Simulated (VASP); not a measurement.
Computed with PBE GGA with D4 dispersion, VASP's PBE PAW potentials (set 64) (plane waves; VASP).

The input files of a VASP run:

### KPOINTS
```
Automatic mesh
0
Gamma
12 12 12
0 0 0
```

**INCAR**
```
# general
SYSTEM  = Sb
PREC    = Accurate
ENCUT   = 520
LREAL   = .FALSE.
LASPH   = .TRUE.

# electronic loop
EDIFF   = 1E-7
NELM    = 100
ALGO    = Normal
LMAXMIX = 4

# smearing
ISMEAR  = -5

# functional
GGA     = PE
IVDW    = 13

# ions
ISIF    = 2

# output
LWAVE   = .FALSE.
LCHARG  = .TRUE.
LORBIT  = 11
NEDOS   = 601
```

**POSCAR**
```
Sb
1
    3.8895080210    -2.1618821236    -0.0266519386
    3.8895080210     2.1618821236    -0.0266519386
    2.7122383134    -0.0000000000     3.5279567890
Sb
2
Direct
  0.2363101927   0.2363101927   0.2363101927
  0.7636898073   0.7636898073   0.7636898073
```

POTCAR, in this order: Sb (PBE.64 set). Program: vasp_std.

The run wrote:

**OSZICAR**
```
       N       E                     dE             d eps       ncg     rms          rms(c)
DAV:   1     0.375101084295E+02    0.37510E+02   -0.36472E+03  3402   0.869E+02
DAV:   2    -0.657162131043E+01   -0.44082E+02   -0.43604E+02  4800   0.124E+02
DAV:   3    -0.822640344332E+01   -0.16548E+01   -0.16349E+01  4284   0.285E+01
DAV:   4    -0.824519451221E+01   -0.18791E-01   -0.18784E-01  4125   0.305E+00
DAV:   5    -0.824533033959E+01   -0.13583E-03   -0.13581E-03  4044   0.293E-01    0.299E+00
DAV:   6    -0.824552224999E+01   -0.19191E-03   -0.21079E-03  3813   0.412E-01    0.180E+00
DAV:   7    -0.824585684614E+01   -0.33460E-03   -0.52673E-03  3511   0.641E-01    0.840E-02
DAV:   8    -0.824596733205E+01   -0.11049E-03   -0.16308E-04  4022   0.991E-02    0.215E-02
DAV:   9    -0.824599085611E+01   -0.23524E-04   -0.36821E-05  3566   0.475E-02    0.453E-03
DAV:  10    -0.824599169815E+01   -0.84203E-06   -0.35672E-06  4307   0.126E-02    0.133E-03
DAV:  11    -0.824599173294E+01   -0.34793E-07   -0.33247E-07  3519   0.460E-03
   1 F= -.92793458E+01 E0= -.92793458E+01  d E =0.000000E+00
```

OUTCAR:
```
------------------------ aborting loop because EDIFF is reached ----------------------------------------
  Edisp (eV):   -1.03335
  FORCE on cell =-STRESS in cart. coord.  units (eV):
  Direction    XX          YY          ZZ          XY          YZ          ZX
  --------------------------------------------------------------------------------------
  Total      -0.03067    -0.01233    -0.01434     0.00000     0.00000    -0.00607
  in kB      -0.82385    -0.33128    -0.38531     0.00000     0.00000    -0.16313
  external pressure =       -0.51 kB  Pullay stress =        0.00 kB
  volume of cell :       59.64
      direct lattice vectors                 reciprocal lattice vectors
     3.889508021 -2.161882124 -0.026651939     0.127877316 -0.231279955 -0.098310092
     3.889508021  2.161882124 -0.026651939     0.127877316  0.231279955 -0.098310092
     2.712238313  0.000000000  3.527956789     0.001932098  0.000000000  0.281964817
 POSITION                                       TOTAL-FORCE (eV/Angst)
 -----------------------------------------------------------------------------------
      2.47919      0.00000      0.82110         0.009947      0.000000      0.003294
      8.01206      0.00000      2.65356        -0.009947      0.000000     -0.003294
 -----------------------------------------------------------------------------------
    total drift:                               -0.000000     -0.000000     -0.000000
  FREE ENERGIE OF THE ION-ELECTRON SYSTEM (eV)
  ---------------------------------------------------
  free  energy   TOTEN  =        -9.2793457915 eV

  energy  without entropy=       -9.2793457915  energy(sigma->0) =       -9.27934579

 total charge

# of ion       s       p       d       tot
------------------------------------------
    1        1.214   1.147   0.036   2.397
    2        1.214   1.147   0.036   2.397
--------------------------------------------------
tot          2.428   2.293   0.073   4.794
```
(Selected blocks of OUTCAR.)

OUTCAR:
```
 val. band max:        7.4865615354   @ k =   0.3333   0.1667   0.1667

 cond. band min:       7.2454713359   @ k =   0.5000  -0.0000   0.0000


 Fermi energy:         7.3742399812

 k-point     1 :       0.0000    0.0000    0.0000
  band No.  band energies     occupation
      1      -5.3280      2.00000
      2       2.7046      2.00000
      3       5.4243      2.00000
      4       5.5844      2.00000
      5       5.5844      2.00000
      6       9.7578      0.00000
      7      10.2299      0.00000
      8      10.2299      0.00000
      9      12.3473      0.00000

 k-point     2 :       0.0833    0.0000    0.0000
  band No.  band energies     occupation
      1      -5.2510      2.00000
      2       2.3243      2.00000
      3       5.4496      2.00000
      4       5.5763      2.00000
      5       5.7691      2.00000
      6       9.6613      0.00000
      7       9.9995      0.00000
      8      10.0065      0.00000
      9      12.0716      0.00000

 k-point     3 :       0.1667   -0.0000    0.0000
  band No.  band energies     occupation
      1      -5.0209      2.00000
      2       1.4561      2.00000
      3       5.4741      2.00000
      4       5.5619      2.00000
      5       6.1345      2.00000
      6       9.2829      0.00000
      7       9.4344      0.00000
      8       9.4706      0.00000
      9      11.9494      0.00000

 k-point     4 :       0.2500   -0.0000    0.0000
  band No.  band energies     occupation
      1      -4.6403      2.00000
      2       0.4177      2.00000
      3       5.5286      2.00000
      4       5.5618      2.00000
      5       6.4383      2.00000
      6       8.6813      0.00000
      7       8.7850      0.00000
      8       8.8334      0.00000
      9      12.3667      0.00000

 k-point     5 :       0.3333    0.0000   -0.0000
  band No.  band energies     occupation
      1      -4.1155      2.00000
      2      -0.6397      2.00000
      3       5.5893      2.00000
...
```

For a metal the tetrahedron method with Blöchl corrections gives inexact stress and forces. Unless said otherwise, spin-orbit coupling is left out, though it shifts the bands of the heavy elements here.

The compound is Sb in the a7 structure. It was relaxed first.
